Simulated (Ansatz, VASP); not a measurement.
# HfGe2N4 (HfGe2N4 bilayer, AB): VASP beside Ansatz, part 3 of 3

One calculation is typed for both programs; each brings its own data sets. How far apart do they land? Of the first pair: The structure shown is the start of the Ansatz relaxation below; VASP solves that cell, so the two are compared at the walk's first step.

VASP 6.6.1 and Ansatz 0.2.0.

So far. Step 4 (Differences): The forces differ by 29 meV/Å r.m.s., which is 2.2 % of the r.m.s. force of 1.297 eV/Å (both taken over all components). With vacuum in the cell, a pressure given here is an average over mostly empty space and none of the material.

### Step 6. VASP: single point, PBE with D3(BJ), relaxed cell, pair 2

Level of this step: PBE with D3(BJ); plane waves and PAW (N, Ge_d, Hf_pv) (VASP).

The same cell, functional, mesh and smearing now go to VASP, with its own data sets.

Contents of INCAR:

```
SYSTEM = HfGe2N4
PREC = Accurate
ENCUT = 520
EDIFF = 1E-06
NELM = 120
ISMEAR = -1
SIGMA = 0.05
LREAL = .FALSE.
ALGO = Normal
GGA = PE
IVDW = 12
NBANDS = 72
LASPH = .TRUE.
LORBIT = 11
LWAVE = .FALSE.
LCHARG = .FALSE.
ISIF = 2
LDIPOL = .TRUE.
IDIPOL = 3
DIPOL = 0.5 0.5 0.5
LVHAR = .TRUE.
GGA_COMPAT = .FALSE.
EFERMI = MIDGAP
NELMDL = -8
KPAR = 4
```

Contents of POSCAR:

```
HfGe2N4
1.0
    3.1331345858      0.0000000000      0.0000000000
   -1.5665672929      2.7133741448      0.0000000000
    0.0000000000      0.0000000000     68.3939162295
N Ge Hf
8 4 2
Direct
    0.0000000000      0.0000000000      0.3727885337
    0.3333333333      0.6666666667      0.4085725906
    0.3333333333      0.6666666667      0.4442033708
    0.0000000000      0.0000000000      0.4798272959
    0.3333333333      0.6666666667      0.5201217545
    0.6666666667      0.3333333333      0.5558046323
    0.6666666667      0.3333333333      0.5914362108
    0.3333333333      0.6666666667      0.6272192651
    0.3333333333      0.6666666667      0.3812371972
    0.3333333333      0.6666666667      0.4715158075
    0.6666666667      0.3333333333      0.5284904093
    0.6666666667      0.3333333333      0.6187720392
    0.0000000000      0.0000000000      0.4263941310
    0.3333333333      0.6666666667      0.5736167620
```

Contents of KPOINTS:

```
Automatic mesh
0
Gamma
12 12 1
0 0 0
```

PAW data sets: N, Ge_d and Hf_pv (PBE family, release 64).

Launch:

```console
$ mpirun -np 4 vasp_std
```

Numbers of over 12 decimals in the logs are rounded to 6 here.

Output:

```text
[banner, memory and clock lines left out]
running    4 mpi-ranks, on    1 nodes
[...]
LDA part: xc-table for (Slater+PW92), standard interpolation
 [... a notice as in an earlier step ...]

 POSCAR, INCAR and KPOINTS ok, starting setup
[...]
entering main loop
       N       E                     dE             d eps       ncg     rms          rms(c)
DAV:   1     0.142493956925E+04    0.14249E+04   -0.54941E+04  3784   0.217E+03
DAV:   2     0.136558238781E+03   -0.12884E+04   -0.12391E+04  3424   0.652E+02
DAV:   3    -0.111702166409E+03   -0.24826E+03   -0.24212E+03  3720   0.210E+02
DAV:   4    -0.129924433686E+03   -0.18222E+02   -0.18074E+02  3528   0.728E+01
[...]
DAV:  26    -0.110909795262E+03   -0.28221E-05   -0.35933E-08  1952   0.780E-04    0.634E-04
DAV:  27    -0.110909797865E+03   -0.26030E-05   -0.45153E-08  1968   0.573E-04    0.992E-05
DAV:  28    -0.110909798531E+03   -0.66585E-06   -0.93448E-09  1824   0.465E-04
   1 F= -.11422598E+03 E0= -.11422598E+03  d E =-.109237E-06
```

Parts of OUTCAR (step 6):

```text
 Edisp (eV)   -3.31619

  Total      -0.97965    -0.97965    -0.94995     0.00000     0.00000     0.00000
  in kB      -2.69944    -2.69944    -2.61761     0.00000     0.00000     0.00000
  external pressure =       -2.67 kB  Pullay stress =        0.00 kB

 POSITION                                       TOTAL-FORCE (eV/Angst)
 -----------------------------------------------------------------------------------
      0.00000      0.00000     25.49647        -0.000000      0.000000      0.018647
     -0.00000      1.80892     27.94388         0.000000      0.000000      0.085954
     -0.00000      1.80892     30.38081        -0.000000     -0.000000     -0.084783
      0.00000      0.00000     32.81727         0.000000     -0.000000     -0.017410
     -0.00000      1.80892     35.57316         0.000000     -0.000000      0.016896
      1.56657      0.90446     38.01366        -0.000000     -0.000000      0.084814
      1.56657      0.90446     40.45064         0.000000     -0.000000     -0.085941
     -0.00000      1.80892     42.89798        -0.000000     -0.000000     -0.018638
     -0.00000      1.80892     26.07430         0.000000     -0.000000      0.010784
     -0.00000      1.80892     32.24881         0.000000     -0.000000     -0.011852
      1.56657      0.90446     36.14553        -0.000000     -0.000000      0.012465
      1.56657      0.90446     42.32024        -0.000000     -0.000000     -0.010884
      0.00000      0.00000     29.16276         0.000000     -0.000000      0.000423
     -0.00000      1.80892     39.23190         0.000000     -0.000000     -0.000476
 -----------------------------------------------------------------------------------
    total drift:                               -0.000003      0.000001      0.000013

  FREE ENERGIE OF THE ION-ELECTRON SYSTEM (eV)
  ---------------------------------------------------
  free  energy   TOTEN  =      -114.2259837105 eV

  energy  without entropy=     -114.2259836012  energy(sigma->0) =     -114.22598366

[... 1 part as in an earlier step ...]

[... 2 further parts left out ...]
[key lines of the parts left out:]
E-fermi :  -2.4684
```

### Step 7. Side by side

What differs besides the data sets and the points named for the pairs above, as far as they apply: the data sets hold 148 valence electrons in Ansatz (on its default PAW (the set named soft_2) files) and 116 in VASP. Total energies have different zeros and are not compared.

Compared:

| quantity | Ansatz | VASP | difference |
| --- | --- | --- | --- |
| gap on the k mesh (eV) | 1.341 | 1.347 | -0.005 |

Forces on 7 of the 14 atoms, those with the largest forces and the largest differences (eV/Å; atoms numbered as in POSCAR):

| atom | Ansatz x, y, z | VASP x, y, z |
| --- | --- | --- |
| N1 | 0.000, 0.000, 0.000 | 0.000, 0.000, 0.019 |
| N2 | 0.000, 0.000, 0.000 | 0.000, 0.000, 0.086 |
| N3 | 0.000, 0.000, 0.000 | 0.000, 0.000, -0.085 |
| N4 | 0.000, 0.000, 0.001 | 0.000, 0.000, -0.017 |
| N6 | 0.000, 0.000, 0.000 | 0.000, 0.000, 0.085 |
| N7 | 0.000, 0.000, 0.000 | 0.000, 0.000, -0.086 |
| N8 | 0.000, 0.000, 0.000 | 0.000, 0.000, -0.019 |

The forces differ by 27 meV/Å r.m.s., where the r.m.s. force is 0.000 eV/Å in Ansatz and 0.027 eV/Å in VASP: the atoms lie near their places of rest in Ansatz, so a percentage would say little (all taken over all components). A gap on the mesh is an upper bound, since the band edges may lie between its points; neither run holds spin-orbit coupling, which can move the band edges of a compound of Hf. With vacuum in the cell, a pressure given here is an average over mostly empty space and none of the material.

### Step 8. What the set-up changes

Further runs change the set-up of one program: Ansatz's method, potentials or start, or VASP's data sets, cutoff or form of LDA. The table gives Ansatz less VASP for each quantity, since a change that brings one quantity closer may part another.

| run | r.m.s. force difference (meV/Å) | gap on the k mesh (eV) |
| --- | --- | --- |
| as above | 27 | -0.0052 |
| VASP with the data sets N, Ge_sv_GW and Hf_pv and a cutoff of 540 eV | 26 | -0.011 |

### Step 9. What came out

- r.m.s. force difference (single point, PBE with D3(BJ), start cell, pair 1): 2.2 % of the r.m.s. force
- r.m.s. force difference (single point, PBE with D3(BJ), relaxed cell, pair 2): 27 meV/Å

In words: The r.m.s. force difference is 27 meV/Å (single point, PBE with D3(BJ), relaxed cell, pair 2), beyond the 12 meV/Å picked in this series as the mark of a large difference. The data sets hold unlike numbers of valence electrons (148 in Ansatz and 116 in VASP), so part of the differences comes from the potentials. Single point, PBE with D3(BJ), relaxed cell, pair 2, VASP with the data sets N, Ge_sv_GW and Hf_pv and a cutoff of 540 eV: the difference in gap on the k mesh goes from -0.0052 to -0.011 eV. Such differences can come from data sets, numerical settings and the points named under the comparisons, not from the functional's error against experiment.

[Lines on the potential files, build, host, timing and source positions are cut from VASP's logs without a mark.]

[Logs are printed without paths, hosts, clocks, repeated set-up lines and the standing remarks that a program may print on its own settings, such as how far it seeks lower states.]

[Hosts, paths, dates, database ids (printed as entryN), source tags and the programs' standing remarks are cut or masked in the printed files.]
